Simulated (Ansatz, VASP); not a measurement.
K3Pd in VASP and in Ansatz

The input POSCAR:

```
K3Pd
1.0
    5.6241539277      0.0000000000      0.0000000000
    0.0000000000      5.6241539277      0.0000000000
    0.0000000000      0.0000000000      5.6241539277
K Pd
3 1
Direct
    0.5000000000      0.5000000000      0.0000000000
    0.5000000000      0.0000000000      0.5000000000
    0.0000000000      0.5000000000      0.5000000000
    0.0000000000      0.0000000000      0.0000000000
```

File INCAR.step1:

```
ALGO = Normal
EDIFF = 1E-4
ENCUT = 520
GGA = PE
ISMEAR = 0
LASPH = T
LCHARG = F
LREAL = F
LWAVE = T
NBANDS = 26
NELM = 100
PREC = Accurate
SIGMA = 0.1
```

File INCAR.step2:

```
ALGO = Normal
EDIFF = 1E-6
ENCUT = 520
ISIF = 2
ISMEAR = 0
ISTART = 1
LASPH = T
LCHARG = F
LMIXTAU = T
LREAL = F
LWAVE = F
METAGGA = R2SCAN
NBANDS = 26
NELM = 100
PREC = Accurate
SIGMA = 0.1
```

Contents of KPOINTS:

```
k-points
0
Gamma
  8 8 8
```

Input for Ansatz:

```yaml
crystal:
  lattice:
    - [5.6241539277, 0.0, 0.0]
    - [0.0, 5.6241539277, 0.0]
    - [0.0, 0.0, 5.6241539277]
  atoms:
    - { symbol: K, position: [0.5, 0.5, 0.0] }
    - { symbol: K, position: [0.5, 0.0, 0.5] }
    - { symbol: K, position: [0.0, 0.5, 0.5] }
    - { symbol: Pd, position: [0.0, 0.0, 0.0] }
basis:
  ecutwfc: 500
kpoints:
  mp_grid: { grid: [8, 8, 8] }
hamiltonian:
  xc: r2scan
scf:
  occupations: { method: gaussian, width: 0.1 }
output:
  forces: true
  stress: true
  eigenvalues: true
  populations: true
```

Alike in both runs: task single point; functional r2SCAN; k mesh 8 × 8 × 8; occupations gaussian, width 0.1 eV; no spin polarisation.

|  | VASP | Ansatz |
| --- | --- | --- |
| version | VASP 6.6.1 | Ansatz 0.2.0 |
| potentials or method | VASP PAW PBE potentials, release 64 (K_sv, Pd) | scalar-relativistic, plane waves, PAW |
| plane-wave cutoff (eV) | 520 | 500 |
| valence electrons in the cell | 37 | 45 |

```csv
,VASP,Ansatz,Ansatz less VASP
gap on the k mesh at the Fermi level (eV),none,none,-
pressure (GPa),-1.0,-1.0,+0.03
```

A gap of «none» marks a metal or a gap that the smearing closes. With one functional, cell and mesh, what is left measures potentials, basis and numerics. The two sets of potentials don't hold the same shells in valence.

Caveats: the PAW data sets were made with another functional, which shifts forces and pressure a little (VASP).
